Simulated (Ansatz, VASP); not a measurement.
# ZrC in two plane-wave programs, part 2 of 2

Wanted: the spread between two codes on one cell, functional and k mesh. The cell is generated by rule, not measured, and may not be a known phase. The cell is taken from a series of runs on this material, whose earlier steps may have relaxed, scaled, displaced or heated it; both programs get it as it stands.

VASP 6.6.1 and Ansatz 0.2.0.

So far: The starting structure; Ansatz: zone-centre phonons, LDA.

**3. VASP: zone-centre phonons, LDA**

Level of this step: LDA; plane waves and PAW (Zr_sv, C); invented cell (VASP).

The same cell, functional (in two slightly different forms), mesh and smearing now go to VASP, with its own data sets.

Lines of VASP's logs that name or quote its potential files are left out, and so is its time.

The input, INCAR:

```
SYSTEM = ZrC
PREC = Accurate
ENCUT = 600
EDIFF = 1E-08
NELM = 120
ISMEAR = 1
SIGMA = 0.15
LREAL = .FALSE.
ALGO = Normal
GGA = CA
NBANDS = 22
LASPH = .TRUE.
LORBIT = 11
LWAVE = .FALSE.
LCHARG = .FALSE.
ISIF = 2
IBRION = 8
GGA_COMPAT = .FALSE.
KPAR = 2
```

The input, POSCAR:

```
ZrC
1.0
    4.2551444902      0.0000000000      0.0000000000
    0.0000000000      4.2551444902      0.0000000000
    0.0000000000      0.0000000000      2.7936349036
Zr C
2 2
Direct
    0.5000000000      0.5000000000      0.0000000000
    0.0000000000      0.0000000000      0.0000000000
    0.0000000000      0.5000000000      0.6899275700
    0.5000000000      0.0000000000      0.3100724300
```

The input, KPOINTS:

```
Automatic mesh
0
Gamma
10 10 14
0 0 0
```

Potentials, in the order of the species: Zr_sv and C (LDA family, release 64).

Launch:

```sh
> mpirun -np 2 vasp_std
```

Numbers of over 12 decimals in the logs are rounded to 6 here.

What it wrote:

```text
[banner, memory and clock lines left out]
running    2 mpi-ranks, on    1 nodes
 distrk:  each k-point on    1 cores,    2 groups
 distr:  one band on    1 cores,    1 groups

 POSCAR found type information on POSCAR ZrC
 POSCAR found :  2 types and       4 ions
 LDA part: xc-table for (Slater(with rela. corr.)+CA(PZ))
 , standard interpolation
 POSCAR, INCAR and KPOINTS ok, starting setup
 FFT: planning ... GRIDC
 FFT: planning ... GRID_SOFT
 FFT: planning ... GRID
 WAVECAR not read
 entering main loop
       N       E                     dE             d eps       ncg     rms          rms(c)
DAV:   1     0.288724037215E+03    0.28872E+03   -0.18926E+04  7392   0.165E+03
DAV:   2    -0.211063035210E+02   -0.30983E+03   -0.29510E+03  8432   0.420E+02
DAV:   3    -0.440414611931E+02   -0.22935E+02   -0.22391E+02 13258   0.934E+01
DAV:   4    -0.447166821236E+02   -0.67522E+00   -0.67401E+00  9560   0.155E+01
DAV:   5    -0.447421055763E+02   -0.25423E-01   -0.25420E-01 11340   0.248E+00    0.288E+01
DAV:   6    -0.393544944990E+02    0.53876E+01   -0.42421E+01  8610   0.315E+01    0.123E+01
DAV:   7    -0.385281872951E+02    0.82631E+00   -0.48974E+00  9604   0.113E+01    0.932E+00
DAV:   8    -0.385242450975E+02    0.39422E-02   -0.56133E-01  9322   0.434E+00    0.193E+00
DAV:   9    -0.384926133826E+02    0.31632E-01   -0.16906E-01 10532   0.170E+00    0.658E-01
DAV:  10    -0.384926956327E+02   -0.82250E-04   -0.83875E-03  9676   0.637E-01    0.395E-01
DAV:  11    -0.384922624481E+02    0.43318E-03   -0.24127E-03 10452   0.309E-01    0.533E-02
DAV:  12    -0.384922587974E+02    0.36507E-05   -0.93482E-05  9364   0.671E-02    0.220E-02
DAV:  13    -0.384922568115E+02    0.19859E-05   -0.49406E-06 10884   0.150E-02    0.251E-03
DAV:  14    -0.384922567154E+02    0.96150E-07   -0.45426E-07  9380   0.359E-03    0.187E-03
DAV:  15    -0.384922567176E+02   -0.22251E-08   -0.25917E-08  7162   0.128E-03
   1 F= -.38492257E+02 E0= -.38491947E+02  d E =-.928573E-03
 Linear response reoptimize wavefunctions to high precision
DAV:   1    -0.384922567177E+02   -0.94587E-10   -0.23297E-09  6630   0.335E-04
DAV:   2    -0.384922567177E+02   -0.51841E-10   -0.48123E-10  5430   0.162E-04
 Linear response DOF=           4
 Linear response progress:
  Degree of freedom:   1/  4
       N       E                     dE             d eps       ncg     rms          rms(c)
RMM:   1    -0.757441491264E+00   -0.75744E+00    0.29212E+00 21284   0.136E+01
RMM:   2    -0.697647512887E+00    0.59794E-01   -0.25607E-01 30965   0.279E+00    0.227E-01
RMM:   3    -0.700191829673E+00   -0.25443E-02   -0.42196E-02 38806   0.887E-01    0.968E-02
RMM:   4    -0.702359770459E+00   -0.21679E-02   -0.71158E-03 44045   0.340E-01    0.527E-02
RMM:   5    -0.702854468094E+00   -0.49470E-03   -0.10385E-03 44642   0.134E-01    0.261E-02
RMM:   6    -0.702783107714E+00    0.71360E-04   -0.25658E-04 47490   0.639E-02    0.505E-03
RMM:   7    -0.702734584556E+00    0.48523E-04   -0.71141E-05 47266   0.293E-02    0.271E-03
RMM:   8    -0.702738138056E+00   -0.35535E-05   -0.30974E-05 48553   0.150E-02    0.137E-03
RMM:   9    -0.702739086403E+00   -0.94835E-06   -0.13551E-05 48710   0.841E-03    0.749E-04
RMM:  10    -0.702742583916E+00   -0.34975E-05   -0.92338E-06 49511   0.501E-03    0.500E-04
RMM:  11    -0.702741223262E+00    0.13607E-05   -0.52220E-06 49319   0.300E-03    0.287E-04
RMM:  12    -0.702741284331E+00   -0.61068E-07   -0.42387E-06 50891   0.209E-03    0.330E-04
RMM:  13    -0.702739101036E+00    0.21833E-05   -0.31784E-06 47549   0.158E-03    0.125E-04
RMM:  14    -0.702739621475E+00   -0.52044E-06   -0.24778E-06 48181   0.119E-03    0.212E-04
RMM:  15    -0.702739712403E+00   -0.90928E-07   -0.19563E-06 49381   0.927E-04    0.257E-04
RMM:  16    -0.702739702447E+00    0.99560E-08   -0.16324E-06 49587   0.741E-04    0.287E-04
RMM:  17    -0.702739682351E+00    0.20095E-07   -0.11728E-06 47531   0.618E-04    0.259E-04
RMM:  18    -0.702739548382E+00    0.13397E-06   -0.10476E-06 45986   0.535E-04    0.302E-04
 first order change of Fermi-energy  -0.18343E-04
 force on displaced ion       1 direction 1 : -15.615   0.000  -0.000
 Linear response progress:
  Degree of freedom:   2/  4
       N       E                     dE             d eps       ncg     rms          rms(c)
RMM:   1    -0.639122744356E+00   -0.63912E+00    0.23208E+00 14245   0.125E+01
RMM:   2    -0.589081422869E+00    0.50041E-01   -0.18903E-01 20166   0.236E+00    0.221E-01
RMM:   3    -0.591505075513E+00   -0.24237E-02   -0.34212E-02 23730   0.709E-01    0.920E-02
RMM:   4    -0.593238280603E+00   -0.17332E-02   -0.65688E-03 29545   0.264E-01    0.454E-02
RMM:   5    -0.593610099858E+00   -0.37182E-03   -0.74762E-04 29273   0.958E-02    0.199E-02
RMM:   6    -0.593620959090E+00   -0.10859E-04   -0.20514E-04 31363   0.444E-02    0.993E-03
RMM:   7    -0.593546546023E+00    0.74413E-04   -0.45059E-05 30620   0.225E-02    0.994E-04
RMM:   8    -0.593534600556E+00    0.11945E-04   -0.22885E-05 31784   0.114E-02    0.733E-04
RMM:   9    -0.593532774851E+00    0.18257E-05   -0.13554E-05 32289   0.667E-03    0.315E-04
RMM:  10    -0.593535849793E+00   -0.30749E-05   -0.70529E-06 32932   0.430E-03    0.951E-05
RMM:  11    -0.593536964055E+00   -0.11143E-05   -0.73919E-06 32824   0.278E-03    0.661E-05
RMM:  12    -0.593537831721E+00   -0.86767E-06   -0.38697E-06 32946   0.203E-03    0.588E-05
RMM:  13    -0.593538050460E+00   -0.21874E-06   -0.29577E-06 33618   0.150E-03    0.635E-05
RMM:  14    -0.593536016624E+00    0.20338E-05   -0.85576E-07 29244   0.121E-03    0.126E-04
RMM:  15    -0.593537156636E+00   -0.11400E-05   -0.37266E-07 29064   0.941E-04    0.107E-04
RMM:  16    -0.593537690540E+00   -0.53390E-06    0.22302E-08 30770   0.750E-04    0.997E-05
RMM:  17    -0.593544324348E+00   -0.66338E-05    0.13287E-07 30527   0.878E-04    0.112E-04
 first order change of Fermi-energy  -0.39171E-03
 force on displaced ion       1 direction 3 :   0.000   0.000  -1.471
 Linear response progress:
  Degree of freedom:   3/  4
       N       E                     dE             d eps       ncg     rms          rms(c)
RMM:   1    -0.130680756577E+00   -0.13068E+00   -0.11310E-02 42892   0.156E+00
RMM:   2    -0.125061681422E+00    0.56191E-02   -0.59656E-03 38085   0.349E-01    0.171E-01
RMM:   3    -0.125350275461E+00   -0.28859E-03   -0.25002E-03 35602   0.215E-01    0.846E-02
RMM:   4    -0.126020382407E+00   -0.67011E-03   -0.85576E-04 37515   0.121E-01    0.284E-02
RMM:   5    -0.126165623523E+00   -0.14524E-03   -0.19155E-04 39170   0.511E-02    0.984E-03
RMM:   6    -0.126221716647E+00   -0.56093E-04   -0.43666E-05 39839   0.211E-02    0.293E-03
RMM:   7    -0.126188196624E+00    0.33520E-04   -0.14333E-05 39666   0.110E-02    0.113E-03
RMM:   8    -0.126192365815E+00   -0.41692E-05   -0.91168E-06 44406   0.552E-03    0.562E-04
RMM:   9    -0.126194174629E+00   -0.18088E-05   -0.44143E-06 47059   0.251E-03    0.232E-04
RMM:  10    -0.126195566395E+00   -0.13918E-05   -0.37955E-06 45166   0.134E-03    0.131E-04
RMM:  11    -0.126195708605E+00   -0.14221E-06   -0.85899E-07 47408   0.718E-04    0.403E-05
RMM:  12    -0.126195785727E+00   -0.77122E-07   -0.14974E-06 47731   0.365E-04    0.260E-05
RMM:  13    -0.126195610418E+00    0.17531E-06   -0.20608E-07 46866   0.212E-04    0.240E-05
RMM:  14    -0.126195639131E+00   -0.28713E-07   -0.26636E-07 47484   0.140E-04    0.686E-06
RMM:  15    -0.126195612158E+00    0.26973E-07   -0.10132E-07 47392   0.977E-05    0.211E-06
RMM:  16    -0.126195596622E+00    0.15537E-07   -0.61137E-08 48684   0.759E-05    0.772E-06
RMM:  17    -0.126195595571E+00    0.10508E-08   -0.71061E-09 46673   0.639E-05    0.394E-06
 first order change of Fermi-energy   0.75188E-05
 force on displaced ion       3 direction 1 :  -7.141   0.000  -0.002
 Linear response progress:
  Degree of freedom:   4/  4
       N       E                     dE             d eps       ncg     rms          rms(c)
RMM:   1    -0.109566662980E+00   -0.10957E+00   -0.38838E-02 15076   0.132E+00
RMM:   2    -0.104286816659E+00    0.52798E-02   -0.46391E-03 13883   0.286E-01    0.225E-01
RMM:   3    -0.104641688978E+00   -0.35487E-03   -0.10443E-03 13072   0.152E-01    0.126E-01
RMM:   4    -0.105219308285E+00   -0.57762E-03   -0.40668E-04 13973   0.953E-02    0.370E-02
RMM:   5    -0.105329513753E+00   -0.11021E-03   -0.11542E-04 15931   0.335E-02    0.184E-02
RMM:   6    -0.105266725671E+00    0.62788E-04   -0.16279E-05 15846   0.161E-02    0.295E-03
RMM:   7    -0.105266972142E+00   -0.24647E-06   -0.44448E-06 16649   0.736E-03    0.145E-03
RMM:   8    -0.105265229283E+00    0.17429E-05   -0.24359E-06 16945   0.308E-03    0.901E-04
RMM:   9    -0.105263942360E+00    0.12869E-05    0.60286E-07 17337   0.167E-03    0.332E-04
RMM:  10    -0.105264422338E+00   -0.47998E-06   -0.24469E-07 17248   0.723E-04    0.180E-04
RMM:  11    -0.105264382749E+00    0.39588E-07    0.45558E-07 17157   0.439E-04    0.468E-05
RMM:  12    -0.105264388615E+00   -0.58655E-08   -0.47344E-08 17713   0.227E-04    0.326E-05
 first order change of Fermi-energy  -0.18140E+00
 force on displaced ion       3 direction 3 :   0.000   0.000  -5.658
 Linear response finished
```

OUTCAR, selected parts (step 3):

```text
ion  position               nearest neighbor table
   1  0.500  0.500  0.000-   3 2.30   4 2.30   4 2.30   3 2.30   3 2.87   4 2.87   3 2.87   4 2.87
                             2 3.01   2 3.01   2 3.01   2 3.01
   2  0.000  0.000  0.000-   3 2.30   4 2.30   3 2.30   4 2.30   3 2.87   3 2.87   4 2.87   4 2.87
                             1 3.01   1 3.01   1 3.01   1 3.01
   3  0.000  0.500  0.690-   1 2.30   2 2.30   2 2.30   1 2.30   1 2.87   2 2.87   2 2.87   1 2.87

  LATTYP: Found a simple tetragonal cell.
 ALAT       =     4.2551444902
 C/A-ratio  =     0.6565311495

 Subroutine GETGRP returns: Found 16 space group operations
 (whereof  8 operations were pure point group operations)

The static configuration has the point symmetry D_2d.
 The point group associated with its full space group is D_4h.

 Found    168 irreducible k-points:

   k-points           NKPTS =    168   k-points in BZ     NKDIM =    168   number of bands    NBANDS=     22

   dimension x,y,z NGX =    36 NGY =   36 NGZ =   24
   dimension x,y,z NGXF=    72 NGYF=   72 NGZF=   48

   ENCUT  =  600.0 eV  44.10 Ry    6.64 a.u.   8.50  8.50  5.58*2*pi/ulx,y,z

   NELECT =      32.0000    total number of electrons

 k-points in reciprocal lattice and weights: Automatic mesh
   0.00000000  0.00000000  0.00000000       0.001
   0.10000000  0.00000000  0.00000000       0.003
   0.20000000  0.00000000  0.00000000       0.003
   0.30000000  0.00000000  0.00000000       0.003
   0.40000000  0.00000000  0.00000000       0.003
   0.50000000  0.00000000  0.00000000       0.001
   0.10000000  0.10000000  0.00000000       0.003
   0.20000000  0.10000000  0.00000000       0.006
   0.30000000  0.10000000  0.00000000       0.006
[...]
0.50000000  0.10000000  0.21428571       0.006
[...]
average (electrostatic) potential at core
       1 -72.6464       2 -72.6464       3 -48.2011       4 -48.2011

  Total        0.1760915      0.1760915      0.0932265      0.0000000      0.0000000      0.0000000
  in kB        5.5776435      5.5776435      2.9529195      0.0000000      0.0000000      0.0000000
  external PRESSURE =       4.7027355 kB  Pullay stress =       0.0000000 kB

  energy-cutoff  :      600.00
  volume of cell :       50.58
      direct lattice vectors                 reciprocal lattice vectors
     4.255144490  0.000000000  0.000000000     0.235009646  0.000000000  0.000000000
     0.000000000  4.255144490  0.000000000     0.000000000  0.235009646  0.000000000
     0.000000000  0.000000000  2.793634904     0.000000000  0.000000000  0.357956581

 POSITION                                       TOTAL-FORCE (eV/Angst)
 -----------------------------------------------------------------------------------
      2.12757      2.12757      0.00000         0.000000      0.000000      0.000000
      0.00000      0.00000      0.00000         0.000000     -0.000000      0.000000
      0.00000      2.12757      1.92741         0.000000      0.000000     -0.025783
      2.12757      0.00000      0.86623         0.000000      0.000000      0.025783
 -----------------------------------------------------------------------------------
    total drift:                                0.000000      0.000000     -0.000000

 Eigenvectors and eigenvalues of the dynamical matrix
 ----------------------------------------------------

   1 f  =   13.661220 THz    85.835980 2PiTHz  455.689265 cm-1    56.498243 meV
             X         Y         Z           dx          dy          dz
      2.127572  2.127572  0.000000    -0.099572    0.092927   -0.000000
      0.000000  0.000000  0.000000     0.099572   -0.092927    0.000000
      0.000000  2.127572  1.927406     0.507272    0.473418    0.000000
      2.127572  0.000000  0.866229    -0.507272   -0.473418    0.000000

   2 f  =   13.661220 THz    85.835980 2PiTHz  455.689265 cm-1    56.498243 meV
             X         Y         Z           dx          dy          dz
      2.127572  2.127572  0.000000    -0.092927   -0.099572   -0.000000
      0.000000  0.000000  0.000000     0.092927    0.099572   -0.000000
      0.000000  2.127572  1.927406     0.473418   -0.507272    0.000000
      2.127572  0.000000  0.866229    -0.473418    0.507272    0.000000

   3 f  =   11.414694 THz    71.720639 2PiTHz  380.753217 cm-1    47.207361 meV
             X         Y         Z           dx          dy          dz
      2.127572  2.127572  0.000000     0.000000    0.000000   -0.000000
      0.000000  0.000000  0.000000     0.000000    0.000000   -0.000000
      0.000000  2.127572  1.927406     0.000000    0.000000    0.707107
      2.127572  0.000000  0.866229     0.000000   -0.000000   -0.707107

   4 f  =   11.088821 THz    69.673118 2PiTHz  369.883261 cm-1    45.859659 meV
             X         Y         Z           dx          dy          dz
      2.127572  2.127572  0.000000     0.226414    0.086386   -0.000000
      0.000000  0.000000  0.000000     0.226414    0.086386    0.000000
      0.000000  2.127572  1.927406    -0.620645   -0.236799    0.000000
      2.127572  0.000000  0.866229    -0.620645   -0.236799    0.000000

   5 f  =   11.088821 THz    69.673118 2PiTHz  369.883261 cm-1    45.859659 meV
             X         Y         Z           dx          dy          dz
      2.127572  2.127572  0.000000     0.086386   -0.226414   -0.000000
      0.000000  0.000000  0.000000     0.086386   -0.226414   -0.000000
      0.000000  2.127572  1.927406    -0.236799    0.620645    0.000000
      2.127572  0.000000  0.866229    -0.236799    0.620645    0.000000

   6 f  =   10.637219 THz    66.835616 2PiTHz  354.819423 cm-1    43.991982 meV
             X         Y         Z           dx          dy          dz
      2.127572  2.127572  0.000000     0.000000    0.000000   -0.241280
      0.000000  0.000000  0.000000     0.000000    0.000000   -0.241280
      0.000000  2.127572  1.927406     0.000000    0.000000    0.664668
      2.127572  0.000000  0.866229     0.000000   -0.000000    0.664668

   7 f  =    8.043730 THz    50.540246 2PiTHz  268.309953 cm-1    33.266179 meV
             X         Y         Z           dx          dy          dz
      2.127572  2.127572  0.000000    -0.043038    0.692530   -0.000000
      0.000000  0.000000  0.000000     0.043038   -0.692530    0.000000
      0.000000  2.127572  1.927406    -0.008448   -0.135936    0.000000
      2.127572  0.000000  0.866229     0.008448    0.135936    0.000000

   8 f  =    8.043730 THz    50.540246 2PiTHz  268.309953 cm-1    33.266179 meV
             X         Y         Z           dx          dy          dz
      2.127572  2.127572  0.000000     0.692530    0.043038    0.000000
      0.000000  0.000000  0.000000    -0.692530   -0.043038   -0.000000
      0.000000  2.127572  1.927406     0.135936   -0.008448    0.000000
      2.127572  0.000000  0.866229    -0.135936    0.008448    0.000000

   9 f/i=    0.001427 THz     0.008966 2PiTHz    0.047599 cm-1     0.005902 meV
             X         Y         Z           dx          dy          dz
      2.127572  2.127572  0.000000     0.000000    0.000000   -0.664668
      0.000000  0.000000  0.000000     0.000000    0.000000   -0.664668
      0.000000  2.127572  1.927406     0.000000    0.000000   -0.241280
      2.127572  0.000000  0.866229     0.000000   -0.000000   -0.241280

  10 f/i=    0.019080 THz     0.119882 2PiTHz    0.636433 cm-1     0.078908 meV
             X         Y         Z           dx          dy          dz
      2.127572  2.127572  0.000000     0.660026   -0.075100    0.000000
      0.000000  0.000000  0.000000     0.660026   -0.075100   -0.000000
      0.000000  2.127572  1.927406     0.240781   -0.027397   -0.000000
      2.127572  0.000000  0.866229     0.240781   -0.027397    0.000000

  11 f/i=    0.019080 THz     0.119882 2PiTHz    0.636433 cm-1     0.078908 meV
             X         Y         Z           dx          dy          dz
      2.127572  2.127572  0.000000     0.075100    0.660026   -0.000000
      0.000000  0.000000  0.000000     0.075100    0.660026    0.000000
      0.000000  2.127572  1.927406     0.027397    0.240781    0.000000
      2.127572  0.000000  0.866229     0.027397    0.240781    0.000000

  12 f/i=    2.300583 THz    14.454991 2PiTHz   76.739198 cm-1     9.514444 meV
             X         Y         Z           dx          dy          dz
      2.127572  2.127572  0.000000    -0.000000    0.000000    0.707107
      0.000000  0.000000  0.000000    -0.000000    0.000000   -0.707107
      0.000000  2.127572  1.927406    -0.000000    0.000000    0.000000
      2.127572  0.000000  0.866229    -0.000000    0.000000    0.000000

 ELASTIC MODULI CONTR FROM IONIC RELAXATION (kBar)
 Direction    XX          YY          ZZ          XY          YZ          ZX
 --------------------------------------------------------------------------------
 XX        -504.7102   -504.7102   -684.8631      0.0000     -0.0000      0.0000
 YY        -504.7102   -504.7102   -684.8631      0.0000      0.0000      0.0000
 ZZ        -684.8631   -684.8631   -929.3203      0.0000     -0.0000      0.0000
 XY           0.0000      0.0000      0.0000      0.0000      0.0000      0.0000
 YZ          -0.0000      0.0000     -0.0000      0.0000    -97.6135      0.0000
 ZX           0.0000      0.0000      0.0000      0.0000      0.0000    -96.1920
 --------------------------------------------------------------------------------
```

Energies printed during the response cycles are not total energies of the cell.

**4. Comparison**

Known differences besides the potentials themselves: the two LDA forms differ slightly; the cutoff is 420 eV in Ansatz and 600 eV in VASP; VASP's log shows a relativistic correction to its local exchange, Ansatz's none. Total energies have different zeros and are not compared.

Both answers:

| quantity | Ansatz | VASP | difference |
| --- | --- | --- | --- |
| optical mode 1 (imaginary, printed as negative) (cm⁻¹) | -77.3 | -76.7 | -0.5 |
| optical mode 2 to 3 (cm⁻¹) | 267.7 | 268.3 | -0.21 % |
| optical mode 4 (cm⁻¹) | 353.2 | 354.8 | -0.44 % |
| optical mode 5 to 6 (cm⁻¹) | 366.5 | 369.9 | -0.92 % |
| optical mode 7 (cm⁻¹) | 380.0 | 380.8 | -0.21 % |
| optical mode 8 to 9 (cm⁻¹) | 453.8 | 455.7 | -0.41 % |

Modes are paired by rising frequency, not by their patterns, so a pair may set unlike modes beside each other; they are those without the splitting of longitudinal modes.

**5. Results**

```json
{
 "r.m.s. difference of the optical zone-centre modes, each program's sorted by frequency (zone-centre phonons, LDA)": "1.9 cm⁻¹",
 "difference in optical mode 5 to 6 (zone-centre phonons, LDA)": "-0.9 %"
}
```

The r.m.s. difference of the optical zone-centre modes, each program's sorted by frequency is 1.9 cm⁻¹ (zone-centre phonons, LDA). Among the rows given in per cent, the largest difference of the zone-centre phonons, LDA pair is in optical mode 5 to 6, -0.9 %. How closely two codes agree says nothing of how well the functional describes the real material.

[Lines on the potential files, build, host, timing and source positions are cut from VASP's logs without a mark.]

[Logs are printed without paths, hosts, clocks, repeated set-up lines and the standing remarks that a program may print on its own settings, such as how far it seeks lower states.]

[Hosts, paths, dates, database ids (printed as entryN), source tags and the programs' standing remarks are cut or masked in the printed files.]
